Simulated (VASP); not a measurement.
Given:

```yaml
crystal:
  lattice:
    - [2.92831, 0.00000, 0.00000]
    - [-1.46416, 2.53599, 0.00000]
    - [0.00000, 0.00000, 10.35722]
  atoms:
    - { symbol: B, position: [0.66624, 0.33274, 0.75111] }
    - { symbol: B, position: [0.33107, 0.66195, 0.24915] }
    - { symbol: Pt, position: [0.67433, 0.33732, 0.38615] }
    - { symbol: Pt, position: [0.32824, 0.67210, 0.61408] }
    - { symbol: Pt, position: [0.32639, 0.66283, 0.88384] }
    - { symbol: Pt, position: [0.67373, 0.33307, 0.11566] }
```

The numbers are results of LDA (Ceperley-Alder, Perdew-Zunger), VASP's LDA PAW potentials (set 64) (plane waves; VASP), not measurements. Run with 400 eV cut-off, 8×8×2 Γ-centred mesh, Fermi-Dirac smearing of 0.14 eV, potentials B Pt.

At this cut-off the stress carries a Pulay error, which pulls relaxed volumes low. Unless said otherwise, spin-orbit coupling is left out, though it shifts the bands of the heavy elements here.

Question: Predict the energy per atom (σ→0), pressure, largest force, band gap (on the k-mesh) with the smallest direct gap where there is one.

Answer: 
```yaml
band gap (on the k-mesh): none (metal, semimetal or under 0.01 eV)
energy per atom (σ→0): -7.664 eV/atom
pressure: -9.52 GPa
largest_force: 0.01071 Ha/bohr
```

Only differences to runs with the same potentials and settings are physical.

The structure comes from a computed database's BPt2 entry; how it stands against other phases isn't given here. The cell was not relaxed at this level, atoms are displaced from their ideal sites. The k-mesh is coarse (spacing up to 0.31 per Å, 2π included), so the numbers may not be converged in it.
